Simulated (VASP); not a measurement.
A convergence study with VASP on K$_{2}$S (antifluorite): one setting is varied, all else stays as given below, so the limit is that of these other settings. Each run relaxes cell and ions from the cell shown. The basis is that of the starting cell, so low cut-offs carry a Pulay error.

```yaml
crystal:
  lattice:
    - [0.00000, 3.70500, 3.70500]
    - [3.70500, 0.00000, 3.70500]
    - [3.70500, 3.70500, 0.00000]
  atoms:
    - { symbol: K, position: [0.25000, 0.25000, 0.25000] }
    - { symbol: K, position: [0.75000, 0.75000, 0.75000] }
    - { symbol: S, position: [0.00000, 0.00000, 0.00000] }
```

Method: PBE GGA, VASP's PBE PAW potentials (set 64) (plane waves; VASP). The tightest run used: 700 eV cut-off, 4×4×4 Γ-centred mesh, Gaussian smearing of 0.050 eV, potentials K_sv S.

Gaps are read on the run's mesh, which can miss a band edge.

Q: The settings run are ENCUT = 150; ENCUT = 200; ENCUT = 300; ENCUT = 350; ENCUT = 400; ENCUT = 450; ENCUT = 500; ENCUT = 550; ENCUT = 600; ENCUT = 650; ENCUT = 700. From which on does the relaxed volume stay within 0.1 Å³/atom of the tightest run?

A: From ENCUT = 400 on: it is off by 0.029 there and by no more than 0.1 in any finer run, while ENCUT = 350 is off by 0.182.
| setting | relaxed volume (Å³/atom) | E (eV/atom) | gap on the mesh (eV) | plane waves | difference judged (Å³/atom) |
|---|---|---|---|---|---|
| ENCUT = 150 | 26.597 | -3.6267 | 3.095 | 444 | 8.168 |
| ENCUT = 200 | 31.950 | -3.1500 | 2.535 | 656 | 2.815 |
| ENCUT = 300 | 34.286 | -3.1389 | 2.348 | 1243 | 0.479 |
| ENCUT = 350 | 34.583 | -3.1397 | 2.326 | 1540 | 0.182 |
| ENCUT = 400 | 34.736 | -3.1401 | 2.313 | 1868 | 0.029 |
| ENCUT = 450 | 34.721 | -3.1400 | 2.314 | 2229 | 0.044 |
| ENCUT = 500 | 34.705 | -3.1400 | 2.316 | 2637 | 0.060 |
| ENCUT = 550 | 34.714 | -3.1402 | 2.315 | 2998 | 0.051 |
| ENCUT = 600 | 34.751 | -3.1403 | 2.313 | 3479 | 0.014 |
| ENCUT = 650 | 34.755 | -3.1404 | 2.312 | 3860 | 0.010 |
| ENCUT = 700 | 34.765 | -3.1403 | 2.312 | 4314 | 0.000 |

Left out are rungs that failed or repeat a setting and relaxations that didn't move; long series are thinned to 24 rows.

The compound is K2S in the antifluorite structure.
